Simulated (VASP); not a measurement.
The input files of a VASP run:

KPOINTS:
```
Automatic
0
Gamma
 6 6 6
```

POSCAR:
```
CsPbCl3
1
    5.6423530000     0.0000000000     0.0000000000
    0.0000000000     5.6423530000     0.0000000000
    0.0000000000     0.0000000000     5.6423530000
Cs Pb Cl
1 1 3
Direct
  0.0000000000   0.0000000000   0.0000000000
  0.5000000000   0.5000000000   0.5000000000
  0.0000000000   0.5000000000   0.5000000000
  0.5000000000   0.0000000000   0.5000000000
  0.5000000000   0.5000000000   0.0000000000
```

### INCAR
```
# general
SYSTEM   =  CsPbCl3
PREC     =  Accurate
ENCUT    =  300   # plane-wave cut-off (eV)
LREAL    =  .False.
LASPH    =  .True.   # aspherical one-centre terms

# electronic loop
EDIFF    =  1E-6   # SCF stop (eV)
NELM     =  100   # most electronic steps
ALGO     =  Normal   # blocked Davidson
LMAXMIX  =  4

# smearing
ISMEAR   =  0   # Gaussian
SIGMA    =  0.01   # width (eV)

# functional
GGA      =  PE   # PBE

# ions
ISIF     =  2   # forces and stress, cell fixed

# output
LWAVE    =  .False.
LCHARG   =  .False.
```

POTCAR, in this order: Cs_sv Pb_d Cl (PBE.64 set). Program: vasp_std.

Q: Translate this PBE calculation to Ansatz.

A: One equivalent input (not run):
Ansatz 0.2 input:
```yaml
crystal:
  lattice:
    - [5.6423530, 0.0000000, 0.0000000]
    - [0.0000000, 5.6423530, 0.0000000]
    - [0.0000000, 0.0000000, 5.6423530]
  atoms:
    - { symbol: Cs, position: [0.0000000, 0.0000000, 0.0000000] }
    - { symbol: Pb, position: [0.5000000, 0.5000000, 0.5000000] }
    - { symbol: Cl, position: [0.0000000, 0.5000000, 0.5000000] }
    - { symbol: Cl, position: [0.5000000, 0.0000000, 0.5000000] }
    - { symbol: Cl, position: [0.5000000, 0.5000000, 0.0000000] }
kpoints:
  mp_grid: { grid: [6, 6, 6] }
hamiltonian:
  xc: pbe
  pseudopotentials: { kind: paw }
scf:
  occupations: { method: gaussian, width: 0.01 }
  max_iter: 100
output: { forces: true, stress: true, eigenvalues: true }
```
Limits of the translation: each code has its own PAW files, so the cut-off isn't converted (ENCUT is set for VASP's; basis.ecutwfc is left out, and Ansatz then takes the one that its files recommend); Ansatz stops its SCF on the density residual and VASP on the energy change (EDIFF).

The structure comes from a computed database's CsPbCl3 entry; how it stands against other phases isn't given here. The cell was not relaxed at this level.
